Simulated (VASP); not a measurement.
Energy against volume of Mo (bcc). Method: r2SCAN meta-GGA, VASP's PBE PAW potentials (set 64) (plane waves; VASP). Settings: 520 eV cut-off, 16×16×16 Γ-centred mesh, first-order Methfessel-Paxton smearing of 0.10 eV, potentials Mo_sv.

```json
[
 {"V (Å³/atom)": "14.771", "E (eV/atom)": "-26.03298"},
 {"V (Å³/atom)": "15.243", "E (eV/atom)": "-26.07243"},
 {"V (Å³/atom)": "15.714", "E (eV/atom)": "-26.08366"},
 {"V (Å³/atom)": "16.186", "E (eV/atom)": "-26.07073"}
]
```

Task: Fit these four points and predict the energy of the run at 16.657 Å³/atom.

Result: A cubic in V^(−2/3), the third-order Birch-Murnaghan form, passes through the four points with V0 = 15.69 Å³/atom and B0 = 275 GPa, and gives -26.0371 eV/atom there. The run gave -26.0373 eV/atom, -0.2 meV/atom from the fit; all five points give B0 = 274 GPa.

The compound is Mo in the bcc structure. It was relaxed first.
